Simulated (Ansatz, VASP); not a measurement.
# SiC (SiC, zinc blende or diamond type, a = 4.142 A): VASP beside Ansatz

Aim: how closely do two programs agree when they are given the same cell, functional and k mesh? The cell is taken from a series of runs on this material, whose earlier steps may have relaxed, scaled, displaced or heated it; both programs get it as it stands.

Program: Ansatz 0.2.0. Level of theory: plane waves, with VASP 6.6.1 beside it; single point at LDA. Results are calculated unless marked as measured.

## (1) Set-up

Symmetry: F-43m, No. 216, cubic system. The conventional cell has a = 4.142 Å, b = 4.142 Å, c = 4.142 Å, α = 90.00°, β = 90.00°, γ = 90.00°. Nearest to Si lie 4 C at 1.79 Å. Nearest to C lie 4 Si at 1.79 Å. Farther neighbours are not listed.

## (2) VASP: single point, LDA

With cell and atoms fixed, the geometry can't cause a difference; cores, projectors, grids and the points listed under the comparison can.

Lines of VASP's logs that name or quote its potential files are left out, and so is its time.

File INCAR:

```
SYSTEM = SiC
PREC = Accurate
ENCUT = 520
EDIFF = 1E-06
NELM = 120
ISMEAR = 0
SIGMA = 0.01
LREAL = .FALSE.
ALGO = Normal
GGA = PW92
NBANDS = 14
LORBIT = 11
LWAVE = .FALSE.
LCHARG = .FALSE.
ISIF = 2
LASPH = .TRUE.
GGA_COMPAT = .FALSE.
EFERMI = MIDGAP
```

File POSCAR:

```
SiC
1.0
    2.9288362877      0.0000000000      0.0000000000
    0.0000000000      2.9288362877      0.0000000000
    0.0000000000      0.0000000000      4.1420000000
Si C
2 2
Direct
    0.0000000000      0.0000000000      0.0000000000
    0.5000000000      0.5000000000      0.5000000000
    0.5000000000      0.0000000000      0.2500000000
    0.0000000000      0.5000000000      0.7500000000
```

File KPOINTS:

```
Automatic mesh
0
Gamma
8 8 6
0 0 0
```

The projector-augmented-wave data sets are Si and C (LDA family, release 64).

Run with:

```console
mpirun -np 1 vasp_std
```

Numbers of over 12 decimals in the logs are rounded to 6 here.

What it wrote:

```text
[banner, memory and clock lines left out]
running    1 mpi-ranks, on    1 nodes
 distrk:  each k-point on    1 cores,    1 groups
 distr:  one band on    1 cores,    1 groups

 POSCAR found type information on POSCAR SiC
 POSCAR found :  2 types and       4 ions
|                                                                             |
|               ----> ADVICE to this user running VASP <----                  |
|                                                                             |
|     You enforced a specific xc type in the INCAR file but a different       |
|     [... a line on the potential file left out ...]
|     I HOPE YOU KNOW WHAT YOU ARE DOING!                                     |
|                                                                             |

 LDA part: xc-table for (Slater(with rela. corr.)+PW92), standard interpolation
 POSCAR, INCAR and KPOINTS ok, starting setup
 FFT: planning ... GRIDC
 FFT: planning ... GRID_SOFT
 FFT: planning ... GRID
 WAVECAR not read
 entering main loop
       N       E                     dE             d eps       ncg     rms          rms(c)
DAV:   1     0.246963007408E+02    0.24696E+02   -0.74666E+03  1704   0.101E+03
DAV:   2    -0.352789565525E+02   -0.59975E+02   -0.54640E+02  2256   0.178E+02
DAV:   3    -0.378395956890E+02   -0.25606E+01   -0.25483E+01  2244   0.342E+01
DAV:   4    -0.378602295176E+02   -0.20634E-01   -0.20631E-01  1926   0.377E+00
DAV:   5    -0.378604664429E+02   -0.23693E-03   -0.23685E-03  2268   0.373E-01    0.154E+01
DAV:   6    -0.330156284125E+02    0.48448E+01   -0.10791E+01  2130   0.205E+01    0.735E+00
DAV:   7    -0.327903620638E+02    0.22527E+00   -0.15318E+00  2178   0.774E+00    0.282E+00
DAV:   8    -0.327511146715E+02    0.39247E-01   -0.82016E-02  1968   0.184E+00    0.741E-01
DAV:   9    -0.327464498143E+02    0.46649E-02   -0.88658E-03  2070   0.663E-01    0.121E-01
DAV:  10    -0.327464757793E+02   -0.25965E-04   -0.44222E-04  2028   0.152E-01    0.633E-02
DAV:  11    -0.327464786260E+02   -0.28467E-05   -0.93392E-06  2130   0.261E-02    0.260E-02
DAV:  12    -0.327464776188E+02    0.10071E-05   -0.17951E-06  1482   0.902E-03    0.440E-03
DAV:  13    -0.327464773186E+02    0.30020E-06   -0.97517E-07  1188   0.624E-03
   1 F= -.32746477E+02 E0= -.32746477E+02  d E =0.000000E+00
```

OUTCAR, selected parts (step 2):

```text
ion  position               nearest neighbor table
   1  0.000  0.000  0.000-   3 1.79   4 1.79   4 1.79   3 1.79   2 2.93   2 2.93   2 2.93   2 2.93
                             2 2.93   2 2.93   2 2.93   2 2.93
   2  0.500  0.500  0.500-   3 1.79   4 1.79   3 1.79   4 1.79   1 2.93   1 2.93   1 2.93   1 2.93
                             1 2.93   1 2.93   1 2.93   1 2.93
   3  0.500  0.000  0.250-   1 1.79   2 1.79   2 1.79   1 1.79
   4  0.000  0.500  0.750-   1 1.79   2 1.79   1 1.79   2 1.79

  LATTYP: Found a simple tetragonal cell.
 ALAT       =     2.9288362877
 C/A-ratio  =     1.4142135624

 Subroutine GETGRP returns: Found  8 space group operations
 (whereof  8 operations were pure point group operations)

The static configuration has the point symmetry D_2d.

 Found     60 irreducible k-points:

   k-points           NKPTS =     60   k-points in BZ     NKDIM =     60   number of bands    NBANDS=     14

   dimension x,y,z NGX =    24 NGY =   24 NGZ =   32
   dimension x,y,z NGXF=    48 NGYF=   48 NGZF=   64

   ENCUT  =  520.0 eV  38.22 Ry    6.18 a.u.   5.45  5.45  7.70*2*pi/ulx,y,z

   NELECT =      16.0000    total number of electrons

 k-points in reciprocal lattice and weights: Automatic mesh
   0.00000000  0.00000000  0.00000000       0.003
   0.12500000  0.00000000  0.00000000       0.010
   0.25000000  0.00000000  0.00000000       0.010
   0.37500000  0.00000000  0.00000000       0.010
   0.50000000  0.00000000  0.00000000       0.005
   0.12500000  0.12500000  0.00000000       0.010
   0.25000000  0.12500000  0.00000000       0.021
   0.37500000  0.12500000  0.00000000       0.021
   0.50000000  0.12500000  0.00000000       0.010
[...]
0.50000000  0.37500000  0.50000000       0.010
   0.50000000  0.50000000  0.50000000       0.003

 average (electrostatic) potential at core
       1 -79.7416       2 -79.7416       3 -46.7774       4 -46.7774

 E-fermi :  10.4712

 k-point     1 :       0.0000    0.0000    0.0000
  band No.  band energies     occupation
    ...
      4       6.4070      2.00000
      5       6.4070      2.00000
      6       9.8882      2.00000
      7       9.8883      2.00000
      8       9.8883      2.00000
      9      11.0541      0.00000
     10      14.6569      0.00000
     11      18.0123      0.00000
     12      18.2175      0.00000
     13      18.2175      0.00000
    ...

 k-point     2 :       0.1250    0.0000    0.0000
  band No.  band energies     occupation
    ...
      4       5.1673      2.00000
      5       6.5783      2.00000
      6       8.9801      2.00000
      7       9.4479      2.00000
      8       9.8770      2.00000
      9      11.9055      0.00000
     10      15.7470      0.00000
     11      17.9198      0.00000
     12      18.3571      0.00000
     13      18.4352      0.00000
    ...

 k-point     3 :       0.2500    0.0000    0.0000
  band No.  band energies     occupation
    ...
      4       3.5536      2.00000
      5       7.0715      2.00000
      6       7.1268      2.00000
      7       8.2644      2.00000
      8       9.7619      2.00000
      9      13.0589      0.00000
     10      17.9213      0.00000
     11      18.4482      0.00000
     12      18.6923      0.00000
     13      18.7623      0.00000
    ...

  Total        8.7095458      8.7095458      8.7007171      0.0000000     -0.0000000      0.0000000
  in kB      392.7406014    392.7406014    392.3424890      0.0000000     -0.0000000      0.0000000
  external PRESSURE =     392.6078973 kB  Pullay stress =       0.0000000 kB

  energy-cutoff  :      520.00
  volume of cell :       35.53
      direct lattice vectors                 reciprocal lattice vectors
     2.928836288  0.000000000  0.000000000     0.341432536  0.000000000  0.000000000
     0.000000000  2.928836288  0.000000000     0.000000000  0.341432536  0.000000000
     0.000000000  0.000000000  4.142000000     0.000000000  0.000000000  0.241429261

 POSITION                                       TOTAL-FORCE (eV/Angst)
 -----------------------------------------------------------------------------------
      0.00000      0.00000      0.00000        -0.000000      0.000000      0.000000
      1.46442      1.46442      2.07100         0.000000     -0.000000     -0.000000
      1.46442      0.00000      1.03550        -0.000000      0.000000      0.000000
      0.00000      1.46442      3.10650        -0.000000      0.000000      0.000000
 -----------------------------------------------------------------------------------
    total drift:                                0.000000      0.000000     -0.000000

  FREE ENERGIE OF THE ION-ELECTRON SYSTEM (eV)
  ---------------------------------------------------
  free  energy   TOTEN  =       -32.7464773186 eV

  energy  without entropy=      -32.7464773186  energy(sigma->0) =      -32.74647732

 total charge
# of ion       s       p       d       tot
------------------------------------------
    1        0.732   1.107   0.000   1.839
    2        0.732   1.107   0.000   1.839
    3        0.852   1.863   0.000   2.715
    4        0.852   1.863   0.000   2.715
--------------------------------------------------
tot          3.168   5.941   0.000   9.109

[... 3 further parts left out ...]
```

The run ends at a pressure of 39.26 GPa.

## (3) Ansatz: single point, LDA

Ansatz runs on its default PAW (the set named soft_2) files.

The same cell, functional (in two slightly different forms) and mesh now go to Ansatz, which takes its cutoff from its data sets.

File input.yaml:

```yaml
crystal:
  lattice:
    - [2.9288362877, 0.0, 0.0]
    - [0.0, 2.9288362877, 0.0]
    - [0.0, 0.0, 4.142]
  atoms:
    - { symbol: Si, position: [0.0, 0.0, 0.0] }
    - { symbol: C, position: [0.5, 0.0, 0.25] }
    - { symbol: Si, position: [0.5, 0.5, 0.5] }
    - { symbol: C, position: [0.0, 0.5, 0.75] }
kpoints:
  mp_grid: { grid: [8, 8, 6] }
hamiltonian:
  xc: lda
scf:
  occupations: { method: fixed }
  convergence: { dr2_threshold: 1.0e-09 }
output:
  transmission:
    leads: [[0, 0]]
    kpoints: [[0, 0], [0.5, 0], [0.5, 0.5], [0.25, 0]]
    e_range: [-2.04, 4.93]
    de: 0.17
```

Run with:

```console
ansatz run input.yaml --threads 2 --pin off --max-ram 4096MiB --backend cpu --events-out ev --progress --plain --runs-dir out
```

What it wrote:

```text
Engine: ansatz 0.2.0, x86_64-unknown-linux-gnu
Pseudopotentials: kind: paw
Pseudopotential: Si, paw, valence charge 4, recommended cutoff 420 eV (normal), Si.paw.azcp
Pseudopotential: C, paw, valence charge 4, recommended cutoff 420 eV (normal), C.paw.azcp
Functional definition: SPW92
  exchange = slater_x
  correlation = pw_c
Crystal: 4 atoms, lattice volume = 35.530 Å³
Basis set: ecut = 420 eV, 673 PW (Γ)
Bands: 12, of which v1, the nominal top of the filled ones, is band 8 counted from 1 (7 counted from 0)
Symmetry: 16 space group operations
Space group: F-43m (ITA 216), of the structure as read, at distance tolerance 3.3e-5 Å
k-points: 60 of 384 (time reversal used)
Non-local potential: Si, projectors of the file, l = 0: 2, l = 1: 2, l = 2: 2
Non-local potential: C, projectors of the file, l = 0: 2, l = 1: 2, l = 2: 1
PAW form: soft (Blöchl's): semilocal exchange-correlation on the pseudo side does not see the compensation charge
PAW frozen core: Si, regenerated for the run's functional, and the local potential with it (the file was generated under x = pbe(κ = 0.804, μ = 0.219515), c = pbe(β = 0.066725))
PAW frozen core: C, regenerated for the run's functional, and the local potential with it (the file was generated under x = pbe(κ = 0.804, μ = 0.219515), c = pbe(β = 0.066725))
PAW one-centre angular grid: Si, 110 points (default); XC on 64 Gauss nodes
PAW one-centre angular grid: C, 110 points (default); XC on 64 Gauss nodes
Initial density: superposition of atomic densities (neutral atoms: chi_scale 0, normalization atom), corrected by the library's trained network
Initial wavefunctions: pseudopotential atomic-orbital guess
Functional: x = slater, c = lda
SCF iter   1: F=—  HF=-1703.851411 eV  |F-HF|=—  |Δ(HF+E_count)|=         —  Δρ=7.12e-3  dr2=1.25e-2  ethr=1.77e-3  ⟨swp⟩=4.1  Hψ=4126  notcnv=0  defer=117
preconditioner: auto → none  [insulator: Δε(μ)=1.135 eV  Ē_g=13.003 eV  n_scr=6 (ndim 8)  ℏωp=24.9 eV  f_vac=0.000  ε∞_Penn≈4.7]
SCF iter   2: F=—  HF=-1703.847957 eV  |F-HF|=—  |Δ(HF+E_count)|=   3.45e-3  Δρ=3.20e-3  dr2=1.37e-3  ethr=7.79e-5  ⟨swp⟩=3.0  Hψ=1745  notcnv=0  defer=120
SCF iter   3: F=—  HF=-1703.847593 eV  |F-HF|=—  |Δ(HF+E_count)|=   3.64e-4  Δρ=1.19e-3  dr2=2.13e-4  ethr=8.57e-6  ⟨swp⟩=2.9  Hψ=1251  notcnv=0  defer=118
SCF iter   4: F=—  HF=-1703.847536 eV  |F-HF|=—  |Δ(HF+E_count)|=   5.70e-5  Δρ=6.16e-5  dr2=7.88e-7  ethr=1.33e-6  ⟨swp⟩=1.7  Hψ=958  notcnv=0  defer=12
SCF iter   5: F=—  HF=-1703.847537 eV  |F-HF|=—  |Δ(HF+E_count)|=   1.03e-6  Δρ=7.02e-6  dr2=1.03e-8  ethr=4.92e-9  ⟨swp⟩=2.5  Hψ=1194  notcnv=0
SCF iter   6: F=-1703.847537 eV  HF=-1703.847537 eV  |F-HF|=2.57e-11  |Δ(HF+E_count)|=   2.36e-9  Δρ=1.39e-6  dr2=2.65e-10  ethr=6.25e-12  ⟨swp⟩=4.4  Hψ=2767  notcnv=0
SCF 1 converged in 6 iterations: F = -1703.847537 eV  dr2 = 2.65e-10
  greatest PAW one-centre occupation: 0.660 electrons in one spin orbital (limit 2), on the C atom at site 3 (counted from 0), in its partial waves of l = 0
transmission: 6 of 24 steps passed
transmission: 12 of 24 steps passed
transmission: 18 of 24 steps passed
transmission: 24 of 24 steps passed
SCF converged after 6 iterations
Free energy (F): -1703.847537 eV
Harris-Foulkes:  -1703.847537 eV  (|F-HF|=2.57e-11)
Internal energy: -1703.847537 eV  (E = F + TS)
E sigma→0 (E₀):  -1703.847537 eV
Fermi energy:    11.266494 eV
--- Per-component energies (eV) ---
  E_band       = 79.945732
  E_kinetic    = 289.108708
  E_local      = -194.414362  (includes V_loc(G=0)·N_el)
  E_nonlocal   = 112.688870
  E_hartree    = 60.729628
  E_xc         = -215.283598
  E_vxc        = -226.159902  (∫ρ·V_xc dr)
  E_paw        = -1157.701365  (= ΣΔE_a)
  E_vpaw       = -22.736775  (= ΣTr[D̂ρ^β])
  E_aug_tail   = 0.000035  (compensation charges beyond the density's cutoff)
  E_ewald      = -599.269780
  E_core_change = 0.294326  (= ΣΔE_core)
  E_smearing   = -0.000000  (= −TS)
  E_closure    = -0.000000  (closes the sum)
  Σ components = -1703.847537   (vs F -1703.847537, Δ=0.00e0)
--- Band table (eV; the first three rows and the last of 60) ---
  k-point 0: bands = [... 4 lower, 7.7800, 11.2664, 11.2665, 11.2665, 12.4409, 16.0338, 19.3530, 19.5943]
  k-point 1: bands = [... 4 lower, 7.9419, 10.7700, 10.8969, 10.8969, 12.8196, 16.2608, 18.9342, 19.9042]
  k-point 2: bands = [... 4 lower, 8.4148, 9.5615, 10.0586, 10.0586, 13.9600, 16.9518, 17.5774, 19.7935]
  k-point 59: bands = [... 4 lower, 5.5234, 5.5234, 5.9531, 5.9531, 16.6332, 16.6332, 21.6324, 21.6324]
--- Transmission ---
  basis      : 69 plane waves across, 6 finite elements along
  points     : 4, as listed
  energies   : 42 from -2.040000 to 4.930000 eV about the Fermi level, 0.170000 eV apart; the leads are filled to 0.587194 eV, and channels, transmission and decay are at 0.510000 eV
  crystal 0  : C2Si2, at the sites [0, 0], period 4.1420 Å: whole cells are its period
    offset         : up to 0.0000 Å between an atom of the period and one for which it stands
    channels       : 0.000000e0 a spin
    conductance    : none, the energies end too early or step too widely for 300 K: set another output.transmission.e_range or a lower de, or, where they end at an eighth of basis.ecutwfc, a higher one
    slowest decay  : 0.1829 /Å at (0.5000, 0.5000)
```

Reading the cycles: dr2 is the Hartree energy of the density residual (eV), the measure of convergence; HF is the Harris–Foulkes estimate of the energy, which meets the free energy F at convergence.

## (4) Side by side

Known differences besides the potentials themselves: fixed occupations in Ansatz, narrow Gaussian smearing in VASP; the cutoff is 420 eV in Ansatz and 520 eV in VASP; VASP's log shows a relativistic correction to its local exchange, Ansatz's none. Total energies have different zeros and are not compared.

Compared:

| quantity | Ansatz | VASP | difference |
| --- | --- | --- | --- |
| gap on the k mesh (eV) | 1.174 | 1.166 | +0.009 |

A gap on the mesh is an upper bound, since the band edges may lie between its points.

## (5) What came out

- difference in gap on the k mesh (single point, LDA): 0.0086 eV

In words: The difference in gap on the k mesh is 0.0086 eV (single point, LDA), within the 0.08 eV picked in this series as the mark of a large difference. Such differences can come from data sets, numerical settings and the points named under the comparisons, not from the functional's error against experiment.

[Lines on the potential files, build, host, timing and source positions are cut from VASP's logs without a mark.]

[Logs are printed without paths, hosts, clocks, repeated set-up lines and the standing remarks that a program may print on its own settings, such as how far it seeks lower states.]

[Hosts, paths, dates, database ids (printed as entryN), source tags and the programs' standing remarks are cut or masked in the printed files.]
